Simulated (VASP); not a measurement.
Set up this calculation in VASP 6.6.1, as the native input.

```yaml
Task: relaxation of the atoms
Functional: PBEsol
Potentials_or_basis: VASP PAW PBE potentials, release 64 (Co, Al, N)
Cutoff: 450 eV
k_mesh: 3 × 3 × 2
Occupations: gaussian, width 0.03 eV
Spin: collinear spin, ferromagnetic start
Fixed_moment: 4 μB
Hubbard_terms: Co d U = 4 eV
Dq: 0
Further_INCAR_settings: LREAL = Auto; ALGO = Normal; EDIFF = 1e-05; ISYM = 0; IBRION = 2; EDIFFG = -0.03; NSW = 60
```

The structure of Al15CoN16 (a cell with a defect) lies in POSCAR:

```
Al15CoN16
1.0
    6.2200008610      0.0000000000      0.0000000000
   -3.1100004305      5.3866787572      0.0000000000
    0.0000000000      0.0000000000      9.9600000000
Co Al N
1 15 16
Direct
    0.3338800000      0.1649330000      0.0032050000
    0.3442000000      0.1721400000      0.5027360000
    0.3280840000      0.6650910000      0.0025890000
    0.3311050000      0.6567850000      0.5003680000
    0.8344720000      0.1696210000     -0.0014620000
    0.8310290000      0.1644310000      0.5022720000
    0.8432940000      0.6676880000      0.0024990000
    0.8328270000      0.6602550000      0.4981870000
    0.1703340000      0.3423070000      0.2487880000
    0.1630310000      0.3341300000      0.7479260000
    0.1624710000      0.8295610000      0.2538870000
    0.1771750000      0.8423270000      0.7492980000
    0.6697360000      0.3309760000      0.2471610000
    0.6540630000      0.3262510000      0.7454490000
    0.6653700000      0.8340450000      0.2465410000
    0.6678170000      0.8358200000      0.7506950000
    0.3348930000      0.1688130000      0.1903760000
    0.3366050000      0.1647640000      0.6887490000
    0.3394700000      0.6739810000      0.1952730000
    0.3270110000      0.6632520000      0.6960480000
    0.8234900000      0.1619250000      0.1921200000
    0.8326120000      0.1730530000      0.6920910000
    0.8399870000      0.6726240000      0.1865380000
    0.8362260000      0.6771680000      0.6939450000
    0.1685270000      0.3355660000      0.4410200000
    0.1672850000      0.3362050000      0.9430900000
    0.1670680000      0.8333510000      0.4421270000
    0.1686280000      0.8282890000      0.9464560000
    0.6613930000      0.3310710000      0.4458950000
    0.6752120000      0.3345290000      0.9395900000
    0.6765190000      0.8399260000      0.4438090000
    0.6616860000      0.8347060000      0.9403160000
```

The cell isn't the ideal one: atoms moved at random, drawn with an rms of 0.05 Å.

The input as run:

INCAR

```
SYSTEM = Al15CoN16
PREC     = Accurate       ! precision mode
ENCUT    = 450            ! plane-wave cutoff, eV
EDIFF    = 1E-5           ! SCF threshold, eV
ISMEAR   = 0              ! smearing method
SIGMA    = 0.03           ! smearing width, eV
LREAL    = Auto         
LASPH    = .True.         ! aspherical terms in the spheres
NELM     = 120            ! most SCF steps
ALGO     = Normal         ! electronic algorithm
ISIF     = 2              ! what is computed and relaxed
LWAVE    = .False.        ! write WAVECAR
LCHARG   = .False.        ! write CHGCAR
ISPIN    = 2              ! spin polarisation
MAGMOM   = 4 0 0 0 0 0 0 0 0 0 0 0 0 0 0 0 0 0 0 0 0 0 0 0 0 0 0 0 0 0 0 0 ! initial moments
LORBIT   = 11             ! projections on sites
NUPDOWN  = 4              ! fixed moment
LMAXMIX  = 4              ! l up to which the mixer works
LDAU     = .True.         ! DFT+U
LDAUTYPE = 2            
LDAUL    = 2 -1 -1        ! shell
LDAUU    = 4 0 0          ! U, eV
LDAUJ    = 0 0 0        
LDAUPRINT= 1            
GGA      = PS             ! functional
IBRION   = 2              ! ionic algorithm
NSW      = 60             ! ionic steps
EDIFFG   = -0.03          ! ionic threshold
ISYM     = 0            
KPAR     = 4
```

KPOINTS

```
Automatic mesh
0
Gamma
  3 3 2
  0 0 0
```

Potentials or basis: VASP PAW PBE potentials, release 64 (Co, Al, N).

Launch:

```bash
$ cat potpaw_PBE.64/Co/POTCAR potpaw_PBE.64/Al/POTCAR potpaw_PBE.64/N/POTCAR > POTCAR
$ mpirun -np 4 vasp_std > vasp.out
```

Results of the run:

The energy gained by relaxing is 27.9 meV/atom, the ionic steps are 15 and the largest force after relaxing is 0.023 eV/Å. The net moment is 4.00 μB per cell, the site moments are Co +2.93; Al +0.00, +0.01; N +0.13, +0.01, -0.00, +0.14, +0.15, +0.00 μB and the valence electrons inside the program's atomic spheres are Co 8.18; Al 0.81, 0.82; N 3.80, 3.84.

Caveat: the k mesh is coarse (spacing up to 0.39 Å⁻¹), so the values aren't converged; the PAW data sets were made with another functional, which shifts forces and pressure a little; the total moment is fixed, so each spin has its own Fermi level.

It took 25 min on 4 MPI ranks on Intel(R) Xeon(R) 6975P-C (Granite Rapids) (shared host), peak memory 0.76 GiB a rank.
